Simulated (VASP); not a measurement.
# How k-mesh and SCF threshold change a VASP run on BN, part 2 of 3

Aim: find how far the k-mesh and SCF threshold must be pushed for BN, and what that costs. The series runs use LDA. The start is a cell from a database of measured crystal structures.

VASP 6.6.1; LDA; plane waves and PAW (B, N).

So far. Step 6 (K-mesh: 9 9 3): Against the run before the energy moves by -0.13 meV an atom while the pressure stays within 0.01 GPa, after 12 cycles in 2.8 s.

The database entry behind the starting cell differs from later determinations by our own check (about 0.3 % short, minor phase), so it need not match the best structure at ambient conditions.

## (7) K-mesh: 12 12 4

Contents of INCAR:

```
SYSTEM = BN
PREC = Accurate
ENCUT = 520
EDIFF = 1E-06
NELM = 100
ISMEAR = -1
SIGMA = 0.05
LREAL = .FALSE.
ALGO = Normal
GGA = CA
NBANDS = 14
LORBIT = 11
LWAVE = .FALSE.
LCHARG = .FALSE.
KPAR = 4
ISIF = 2
```

Contents of POSCAR:

```
BN
1.0
    2.4982400000      0.0000000000      0.0000000000
   -1.2491200000      2.1635393048      0.0000000000
    0.0000000000      0.0000000000      6.6357000000
B N
2 2
Direct
    0.3333333333      0.6666666667      0.2500000000
    0.6666666667      0.3333333333      0.7500000000
    0.3333333333      0.6666666667      0.7500000000
    0.6666666667      0.3333333333      0.2500000000
```

Contents of KPOINTS:

```
Automatic mesh
0
Gamma
12 12 4
0 0 0
```

PAW data sets: B and N (PBE family, release 64).

Command:

```sh
mpirun -np 4 vasp_std
```

Output:

```text
[... set-up lines as in an earlier step ...]
 entering main loop
       N       E                     dE             d eps       ncg     rms          rms(c)
DAV:   1     0.545358306859E+02    0.54536E+02   -0.82185E+03  1596   0.106E+03
DAV:   2    -0.378185251497E+02   -0.92354E+02   -0.83179E+02  2146   0.241E+02
DAV:   3    -0.420251887480E+02   -0.42067E+01   -0.41825E+01  2076   0.537E+01
DAV:   4    -0.420599205118E+02   -0.34732E-01   -0.34712E-01  1884   0.528E+00
[...]
DAV:  10    -0.383400543711E+02    0.29843E-04   -0.61138E-04  1914   0.225E-01    0.236E-02
DAV:  11    -0.383400670752E+02   -0.12704E-04   -0.26623E-05  1920   0.431E-02    0.169E-02
DAV:  12    -0.383400673493E+02   -0.27407E-06   -0.64561E-06  1800   0.192E-02
   1 F= -.38340067E+02 E0= -.38340067E+02  d E =-.364158E-10
```

The job ended after 4.8 s (4 MPI ranks of Intel Xeon Platinum 8488C (Sapphire Rapids), shared host; peak memory 0.55 GiB).

Parts of OUTCAR (step 7):

```text
  Total       -0.6096571     -0.6096571     -0.1601191     -0.0000000      0.0000000      0.0000000
  in kB      -27.2339443    -27.2339443     -7.1526657     -0.0000000      0.0000000      0.0000000
  external PRESSURE =     -20.5401847 kB  Pullay stress =       0.0000000 kB

 POSITION                                       TOTAL-FORCE (eV/Angst)
 -----------------------------------------------------------------------------------
     -0.00000      1.44236      1.65892         0.000000     -0.000000      0.000000
      1.24912      0.72118      4.97677        -0.000000      0.000000      0.000000
     -0.00000      1.44236      4.97677         0.000000     -0.000000      0.000000
      1.24912      0.72118      1.65892        -0.000000      0.000000      0.000000
 -----------------------------------------------------------------------------------
    total drift:                                0.000000     -0.000000      0.000000

  FREE ENERGIE OF THE ION-ELECTRON SYSTEM (eV)
  ---------------------------------------------------
  free  energy   TOTEN  =       -38.3400673493 eV

  energy  without entropy=      -38.3400673492  energy(sigma->0) =      -38.34006735

[... 1 part as in an earlier step ...]

[... 2 further parts left out ...]
[key lines of the parts left out:]
E-fermi :   3.1166
```

Against the run before the energy moves by -0.01 meV an atom while the pressure stays within 0.01 GPa, after 12 cycles in 4.8 s.

## (8) K-mesh: 15 15 5

INCAR is that of step 7.

POSCAR is that of step 7.

Contents of KPOINTS:

```
Automatic mesh
0
Gamma
15 15 5
0 0 0
```

Command:

```sh
mpirun -np 4 vasp_std
```

Output:

```text
[... set-up lines as in an earlier step ...]
 entering main loop
       N       E                     dE             d eps       ncg     rms          rms(c)
DAV:   1     0.521483418212E+02    0.52148E+02   -0.82060E+03  2284   0.106E+03
DAV:   2    -0.381109955636E+02   -0.90259E+02   -0.81859E+02  3228   0.240E+02
DAV:   3    -0.420285498217E+02   -0.39176E+01   -0.38950E+01  2982   0.506E+01
DAV:   4    -0.420599720496E+02   -0.31422E-01   -0.31413E-01  2682   0.501E+00
[...]
DAV:  10    -0.383400635023E+02    0.28608E-04   -0.62011E-04  2742   0.227E-01    0.237E-02
DAV:  11    -0.383400763023E+02   -0.12800E-04   -0.27254E-05  2712   0.436E-02    0.169E-02
DAV:  12    -0.383400765962E+02   -0.29393E-06   -0.65122E-06  2634   0.192E-02
   1 F= -.38340077E+02 E0= -.38340077E+02  d E =-.822120E-10
```

Wall time 6.2 s (4 MPI ranks); peak memory 0.58 GiB.

OUTCAR, selected parts (step 8):

```text
  Total       -0.6097151     -0.6097151     -0.1599319      0.0000000      0.0000000      0.0000000
  in kB      -27.2365326    -27.2365326     -7.1443071      0.0000000      0.0000000      0.0000000
  external PRESSURE =     -20.5391241 kB  Pullay stress =       0.0000000 kB

 POSITION                                       TOTAL-FORCE (eV/Angst)
 -----------------------------------------------------------------------------------
     -0.00000      1.44236      1.65892         0.000000     -0.000000      0.000000
      1.24912      0.72118      4.97677         0.000000      0.000000      0.000000
     -0.00000      1.44236      4.97677         0.000000     -0.000000      0.000000
      1.24912      0.72118      1.65892        -0.000000      0.000000      0.000000
 -----------------------------------------------------------------------------------
    total drift:                                0.000000     -0.000000      0.000000

  FREE ENERGIE OF THE ION-ELECTRON SYSTEM (eV)
  ---------------------------------------------------
  free  energy   TOTEN  =       -38.3400765962 eV

  energy  without entropy=      -38.3400765961  energy(sigma->0) =      -38.34007660

[... 1 part as in an earlier step ...]

[... 2 further parts left out ...]
[key lines of the parts left out:]
E-fermi :   3.0854
```

Against the run before the energy stays within 0.01 meV an atom and the pressure within 0.01 GPa, after 12 cycles in 6.2 s.

## (9) K-mesh: 19 19 6

INCAR is that of step 8.

POSCAR is that of step 8.

Contents of KPOINTS:

```
Automatic mesh
0
Gamma
19 19 6
0 0 0
```

Command:

```sh
mpirun -np 4 vasp_std
```

Output:

```text
[... set-up lines as in an earlier step ...]
 entering main loop
       N       E                     dE             d eps       ncg     rms          rms(c)
DAV:   1     0.504540223556E+02    0.50454E+02   -0.81834E+03  4504   0.105E+03
DAV:   2    -0.382285561382E+02   -0.88683E+02   -0.79427E+02  6226   0.238E+02
DAV:   3    -0.420298549265E+02   -0.38013E+01   -0.37777E+01  5830   0.500E+01
DAV:   4    -0.420599747545E+02   -0.30120E-01   -0.30107E-01  5266   0.489E+00
[...]
DAV:  10    -0.383400519339E+02    0.27834E-04   -0.63209E-04  5412   0.226E-01    0.236E-02
DAV:  11    -0.383400646830E+02   -0.12749E-04   -0.27298E-05  5356   0.437E-02    0.171E-02
DAV:  12    -0.383400649534E+02   -0.27037E-06   -0.65283E-06  5206   0.193E-02
   1 F= -.38340065E+02 E0= -.38340065E+02  d E =-.723019E-10
```

The job ended after 11 s (4 MPI ranks; peak memory 0.69 GiB).

Parts of OUTCAR (step 9):

```text
  Total       -0.6096927     -0.6096927     -0.1599173      0.0000000      0.0000000      0.0000000
  in kB      -27.2355333    -27.2355333     -7.1436536      0.0000000      0.0000000      0.0000000
  external PRESSURE =     -20.5382400 kB  Pullay stress =       0.0000000 kB

 POSITION                                       TOTAL-FORCE (eV/Angst)
 -----------------------------------------------------------------------------------
     -0.00000      1.44236      1.65892         0.000000     -0.000000      0.000000
      1.24912      0.72118      4.97677        -0.000000      0.000000      0.000000
     -0.00000      1.44236      4.97677         0.000000      0.000000      0.000000
      1.24912      0.72118      1.65892        -0.000000      0.000000      0.000000
 -----------------------------------------------------------------------------------
    total drift:                                0.000000     -0.000000      0.000000

  FREE ENERGIE OF THE ION-ELECTRON SYSTEM (eV)
  ---------------------------------------------------
  free  energy   TOTEN  =       -38.3400649534 eV

  energy  without entropy=      -38.3400649533  energy(sigma->0) =      -38.34006495

[... 1 part as in an earlier step ...]

[... 2 further parts left out ...]
[key lines of the parts left out:]
E-fermi :   3.0913
```

Against the run before the energy stays within 0.01 meV an atom and the pressure within 0.01 GPa, after 12 cycles in 11 s.

## (10) The k-mesh series as a table

This step: convergence of LDA results with the mesh; plane waves and PAW (VASP 6.6.1).

No new run; the numbers come from the runs before.

Differences are taken from the run with 19 19 6. Results of the series, by row:

| setting | status | energy less the reference (meV/atom) | pressure (GPa) | gap (eV) | SCF cycles | wall time (s) |
| --- | --- | --- | --- | --- | --- | --- |
| 3 3 1 | converged | 72.48 | -1.466 | 4.783 | 13 | 1.4 |
| 4 4 2 | converged | 8.798 | -2.133 | 4.528 | 12 | 1.8 |
| 5 5 2 | converged | 3.694 | -2.003 | 4.516 | 12 | 2.2 |
| 7 7 3 | converged | 0.1405 | -2.055 | 4.31 | 12 | 2.2 |
| 9 9 3 | converged | 0.006837 | -2.054 | 4.244 | 12 | 2.8 |
| 12 12 4 | converged | -6.00e-4 | -2.054 | 4.091 | 12 | 4.8 |
| 15 15 5 | converged | -0.002913 | -2.054 | 4.109 | 12 | 6.2 |
| 19 19 6 | converged | 0 | -2.054 | 4.095 | 12 | 11.2 |

## (11) SCF threshold: EDIFF = 0.01

This step: LDA; plane waves and PAW (B, N) (VASP 6.6.1).

EDIFF stops the electronic loop; forces need it tighter than energies do.

INCAR, as its differences from that of step 9:

```diff
@@ -3,3 +3,3 @@
 ENCUT = 520
-EDIFF = 1E-06
+EDIFF = 0.01
 NELM = 100
```

POSCAR is that of step 9.

Contents of KPOINTS:

```
Automatic mesh
0
Gamma
9 9 3
0 0 0
```

Command:

```sh
mpirun -np 4 vasp_std
```

Output:

```text
[... set-up lines as in an earlier step ...]
 entering main loop
       N       E                     dE             d eps       ncg     rms          rms(c)
[... 4 cycles as in an earlier step ...]
DAV:   5    -0.420602892174E+02   -0.32419E-03   -0.31974E-03   702   0.517E-01    0.111E+01
DAV:   6    -0.387921592388E+02    0.32681E+01   -0.62717E+00   822   0.197E+01    0.500E+00
DAV:   7    -0.384496629952E+02    0.34250E+00   -0.52127E-01   846   0.581E+00    0.306E+00
DAV:   8    -0.383446618433E+02    0.10500E+00   -0.28223E-01   810   0.372E+00    0.446E-01
DAV:   9    -0.383399685921E+02    0.46933E-02   -0.15092E-02   574   0.103E+00
   1 F= -.38339969E+02 E0= -.38339969E+02  d E =-.146105E-10
```

The job ended after 2.4 s (4 MPI ranks; peak memory 0.5 GiB).

Parts of OUTCAR (step 11):

```text
   NELECT =      16.0000    total number of electrons

 E-fermi :   3.1475

 k-point     1 :       0.0000    0.0000    0.0000
  band No.  band energies     occupation
    ...
      4      -2.1164      2.00000
      5       0.7098      2.00000
      6       0.7098      2.00000
      7       0.7475      2.00000
      8       0.7475      2.00000
      9       6.9579      0.00000
     10      12.0811      0.00000
     11      13.5424      0.00000
     12      13.5425      0.00000
     13      13.6702      0.00000
    ...

  Total       -0.6028121     -0.6028121     -0.2934721     -0.0000000      0.0000000      0.0000000
  in kB      -26.9281712    -26.9281712    -13.1096707     -0.0000000      0.0000000      0.0000000
  external PRESSURE =     -22.3220044 kB  Pullay stress =       0.0000000 kB

 POSITION                                       TOTAL-FORCE (eV/Angst)
 -----------------------------------------------------------------------------------
     -0.00000      1.44236      1.65892        -0.000000     -0.000000      0.000000
      1.24912      0.72118      4.97677         0.000000      0.000000      0.000000
     -0.00000      1.44236      4.97677         0.000000     -0.000000      0.000000
      1.24912      0.72118      1.65892        -0.000000      0.000000      0.000000
 -----------------------------------------------------------------------------------
    total drift:                                0.000000     -0.000000      0.000000

  FREE ENERGIE OF THE ION-ELECTRON SYSTEM (eV)
  ---------------------------------------------------
  free  energy   TOTEN  =       -38.3399685921 eV

  energy  without entropy=      -38.3399685921  energy(sigma->0) =      -38.33996859

[... 8 parts as in an earlier step ...]

[... 9 further parts left out ...]
```

A gap read on the k-mesh alone can miss the band edges.

This step gave:

| Item | Value |
| --- | --- |
| electronic steps | 9 |
| irreducible k points | 24 |
| Fermi energy | 3.147 eV |
| pressure | -2.232 GPa |
| valence top at k | 0.3333, 0.3333, 0.3333 |
| conduction bottom at k | 0.4444, 0.1111, 0 |
| least direct gap at k | 0.4444, 0.1111, 0 |
| gap on the k-mesh | 4.241 eV |
| least direct gap on the k-mesh | 4.522 eV |

The series starts at -9.5850 eV an atom and -2.23 GPa, after 9 cycles in 2.4 s.

## (12) SCF threshold: EDIFF = 0.001

INCAR, as its differences from that of step 11:

```diff
@@ -3,3 +3,3 @@
 ENCUT = 520
-EDIFF = 0.01
+EDIFF = 0.001
 NELM = 100
```

POSCAR is that of step 11.

KPOINTS is that of step 11.

Command:

```sh
mpirun -np 4 vasp_std
```

Output:

```text
[... set-up lines as in an earlier step ...]
 entering main loop
       N       E                     dE             d eps       ncg     rms          rms(c)
[... 4 cycles as in an earlier step ...]
DAV:   5    -0.420603289336E+02   -0.36391E-03   -0.36339E-03   902   0.517E-01    0.111E+01
DAV:   6    -0.387921407941E+02    0.32682E+01   -0.63025E+00   822   0.197E+01    0.501E+00
DAV:   7    -0.384499491337E+02    0.34219E+00   -0.51923E-01   846   0.581E+00    0.306E+00
DAV:   8    -0.383446648287E+02    0.10528E+00   -0.28318E-01   810   0.373E+00    0.446E-01
DAV:   9    -0.383400544511E+02    0.46104E-02   -0.15977E-02   762   0.103E+00    0.193E-01
DAV:  10    -0.383400214140E+02    0.33037E-04   -0.57611E-04   492   0.227E-01
   1 F= -.38340021E+02 E0= -.38340021E+02  d E =-.140801E-10
```

Wall time 2.4 s (4 MPI ranks); peak memory 0.49 GiB.

Parts of OUTCAR (step 12):

```text
  Total       -0.6244185     -0.6244185     -0.1942199      0.0000000     -0.0000000      0.0000000
  in kB      -27.8933477    -27.8933477     -8.6759835      0.0000000     -0.0000000      0.0000000
  external PRESSURE =     -21.4875596 kB  Pullay stress =       0.0000000 kB

 POSITION                                       TOTAL-FORCE (eV/Angst)
 -----------------------------------------------------------------------------------
     -0.00000      1.44236      1.65892        -0.000000     -0.000000      0.000000
      1.24912      0.72118      4.97677         0.000000      0.000000      0.000000
     -0.00000      1.44236      4.97677        -0.000000      0.000000      0.000000
      1.24912      0.72118      1.65892         0.000000     -0.000000      0.000000
 -----------------------------------------------------------------------------------
    total drift:                                0.000000     -0.000000      0.000000

  FREE ENERGIE OF THE ION-ELECTRON SYSTEM (eV)
  ---------------------------------------------------
  free  energy   TOTEN  =       -38.3400214140 eV

  energy  without entropy=      -38.3400214140  energy(sigma->0) =      -38.34002141

[... 2 parts as in an earlier step ...]

[... 1 further part left out ...]
[key lines of the parts left out:]
E-fermi :   3.1478
```

Against the run before the energy moves by -0.01 meV an atom and the pressure by +0.08 GPa, after 10 cycles in 2.4 s.

## (13) SCF threshold: EDIFF = 1E-04

INCAR, as its differences from that of step 12:

```diff
@@ -3,3 +3,3 @@
 ENCUT = 520
-EDIFF = 0.001
+EDIFF = 1E-04
 NELM = 100
```

POSCAR is that of step 12.

KPOINTS is that of step 12.

Command:

```sh
mpirun -np 4 vasp_std
```

Output:

```text
[... set-up lines as in an earlier step ...]
 entering main loop
       N       E                     dE             d eps       ncg     rms          rms(c)
[... 9 cycles as in an earlier step ...]
DAV:  10    -0.383400246437E+02    0.29802E-04   -0.60833E-04   834   0.227E-01
   1 F= -.38340025E+02 E0= -.38340025E+02  d E =-.140802E-10
```

Run time: 2.4 s. Hardware: 4 MPI ranks; peak memory 0.49 GiB; 6.9 s of CPU time.

Parts of OUTCAR (step 13):

```text
  Total       -0.6243438     -0.6243438     -0.1750371     -0.0000000      0.0000000      0.0000000
  in kB      -27.8900126    -27.8900126     -7.8190671     -0.0000000      0.0000000      0.0000000
  external PRESSURE =     -21.1996974 kB  Pullay stress =       0.0000000 kB

 POSITION                                       TOTAL-FORCE (eV/Angst)
 -----------------------------------------------------------------------------------
     -0.00000      1.44236      1.65892         0.000000      0.000000      0.000000
      1.24912      0.72118      4.97677        -0.000000     -0.000000      0.000000
     -0.00000      1.44236      4.97677         0.000000     -0.000000      0.000000
      1.24912      0.72118      1.65892         0.000000     -0.000000      0.000000
 -----------------------------------------------------------------------------------
    total drift:                                0.000000     -0.000000      0.000000

  FREE ENERGIE OF THE ION-ELECTRON SYSTEM (eV)
  ---------------------------------------------------
  free  energy   TOTEN  =       -38.3400246437 eV

  energy  without entropy=      -38.3400246437  energy(sigma->0) =      -38.34002464

[... 2 parts as in an earlier step ...]

[... 1 further part left out ...]
[key lines of the parts left out:]
E-fermi :   3.1478
```

Against the run before the energy stays within 0.01 meV an atom; the pressure moves by +0.03 GPa, after 10 cycles in 2.4 s.

## (14) SCF threshold: EDIFF = 1E-05

INCAR, as its differences from that of step 13:

```diff
@@ -3,3 +3,3 @@
 ENCUT = 520
-EDIFF = 1E-04
+EDIFF = 1E-05
 NELM = 100
```

POSCAR is that of step 13.

KPOINTS is that of step 13.

Command:

```sh
mpirun -np 4 vasp_std
```

Output:

```text
[... set-up lines as in an earlier step ...]
 entering main loop
       N       E                     dE             d eps       ncg     rms          rms(c)
[... 11 cycles as in an earlier step ...]
DAV:  12    -0.383400375523E+02   -0.18515E-06   -0.59757E-06   420   0.193E-02
   1 F= -.38340038E+02 E0= -.38340038E+02  d E =-.137973E-10
```

Elapsed: 2.8 s, on 4 MPI ranks; peak memory 0.5 GiB.

(Continued in part 3 of 3.)

[Lines on the potential files, build, host, timing and source positions are cut from VASP's logs without a mark.]

[Logs are printed without paths, hosts, clocks, repeated set-up lines and the standing remarks that a program may print on its own settings, such as how far it seeks lower states.]

[Hosts, paths, dates, database ids (printed as entryN), source tags and the programs' standing remarks are cut or masked in the printed files.]

[A measured line is paired with the nearest computed mode of its activity, which favours agreement.]
